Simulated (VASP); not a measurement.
A convergence study with VASP on InP (zinc blende): one setting is varied, all else stays as given below, so the limit is that of these other settings.

```
InP
1.0
    0.00000     2.93500     2.93500
    2.93500     0.00000     2.93500
    2.93500     2.93500     0.00000
In P
1 1
Direct
  0.00000   0.00000   0.00000
  0.25000   0.25000   0.25000
```

Calculation: PBEsol GGA, VASP's PBE PAW potentials (set 64) (plane waves; VASP). The tightest run used: 550 eV cut-off, 13×13×13 Monkhorst-Pack mesh, Gaussian smearing of 0.050 eV, potentials In_d P.

The settings run are 1×1×1 mesh; 2×2×2 mesh; 3×3×3 mesh; 4×4×4 mesh; 5×5×5 mesh; 6×6×6 mesh; 7×7×7 mesh; 8×8×8 mesh; 9×9×9 mesh; 10×10×10 mesh; 11×11×11 mesh; 12×12×12 mesh; 13×13×13 mesh. From which on does the energy per atom stay within 0.001 eV/atom of the tightest run?

From 8×8×8 mesh on: it is off by 0.0000 there and by no more than 0.001 in any finer run, while 7×7×7 mesh is off by 0.0028.
```
setting        E (eV/atom)  pressure (GPa)  irreducible k-points  difference judged (eV/atom)
-------------  -----------  --------------  --------------------  ---------------------------
1×1×1 mesh          3.0678           42.83                     1                       7.6463
2×2×2 mesh         -4.5254            0.52                     2                       0.0531
3×3×3 mesh         -4.3690            1.13                     4                       0.2095
4×4×4 mesh         -4.5777            0.28                    10                       0.0008
5×5×5 mesh         -4.5592            0.30                    10                       0.0194
6×6×6 mesh         -4.5785            0.28                    28                       0.0000
7×7×7 mesh         -4.5757            0.26                    20                       0.0028
8×8×8 mesh         -4.5786            0.28                    60                       0.0000
9×9×9 mesh         -4.5780            0.28                    35                       0.0005
10×10×10 mesh      -4.5786            0.28                   110                       0.0001
11×11×11 mesh      -4.5784            0.27                    56                       0.0001
12×12×12 mesh      -4.5786            0.28                   182                       0.0001
13×13×13 mesh      -4.5785            0.28                    84                       0.0000
```

Left out are rungs that failed or repeat a setting and relaxations that didn't move; long series are thinned to 24 rows.

The compound is InP in the zinc blende structure. The cell was not relaxed at this level.
